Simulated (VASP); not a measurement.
Method: PBE GGA, VASP's PBE PAW potentials (set 64) (plane waves; VASP).

The input files of a VASP run:

### INCAR
```
! general
SYSTEM   =  Cs
PREC     =  Accurate
ENCUT    =  480   ! plane-wave cut-off (eV)
LREAL    =  .False.   ! projection in real space or not
LASPH    =  .True.   ! aspherical one-centre terms

! electronic loop
EDIFF    =  1E-6
NELM     =  100   ! most electronic steps
ALGO     =  Normal   ! blocked Davidson
LMAXMIX  =  4

! smearing
ISMEAR   =  1   ! Methfessel-Paxton
SIGMA    =  0.1   ! width (eV)

! functional
GGA      =  PE

! ions
IBRION   =  2
NSW      =  60   ! most ionic steps
ISIF     =  3
EDIFFG   =  -0.01

! output
LWAVE    =  .False.
LCHARG   =  .False.
```

### POSCAR
```
Cs
1.0
 -3.0500000000   3.0500000000   3.0500000000
  3.0500000000  -3.0500000000   3.0500000000
  3.0500000000   3.0500000000  -3.0500000000
Cs
1
Cartesian
  0.0000000000   0.0000000000   0.0000000000
```

### KPOINTS
```
Automatic mesh
0
G
 8 8 8
```

POTCAR, in this order: Cs_sv (PBE.64 set). Program: vasp_std.

Energy and stress use the plane-wave basis of the starting cell. Unless said otherwise, spin-orbit coupling is left out, though it shifts the bands of the heavy elements here.

Question: Predict the energy per atom (σ→0), volume per atom, band gap (on the k-mesh).

Answer: 
```yaml
energy per atom (σ→0): -0.844 eV/atom
band gap (on the k-mesh): none (metal, semimetal or under 0.01 eV)
volume_per_atom: 116.28 Å³/atom
```

File OSZICAR:
```
...
DAV:   1    -0.862990362859E+00   -0.18714E-01   -0.40391E-01   464   0.409E+00    0.553E-01
DAV:   2    -0.849117938008E+00    0.13872E-01   -0.18683E-02   480   0.867E-01    0.255E-01
DAV:   3    -0.844664185645E+00    0.44538E-02   -0.16665E-02   520   0.776E-01    0.528E-02
DAV:   4    -0.844643565974E+00    0.20620E-04   -0.62423E-05   552   0.701E-02    0.246E-02
DAV:   5    -0.844636260864E+00    0.73051E-05   -0.17731E-05   592   0.295E-02    0.473E-03
DAV:   6    -0.844638334463E+00   -0.20736E-05   -0.83829E-07   424   0.841E-03    0.451E-04
DAV:   7    -0.844638413685E+00   -0.79223E-07   -0.74272E-08   304   0.233E-03
   3 F= -.84463841E+00 E0= -.84367564E+00  d E =-.588346E-03
```

The compound is Cs in the bcc structure. This run relaxes it. Symmetry was kept, so distortions that lower it aren't found.
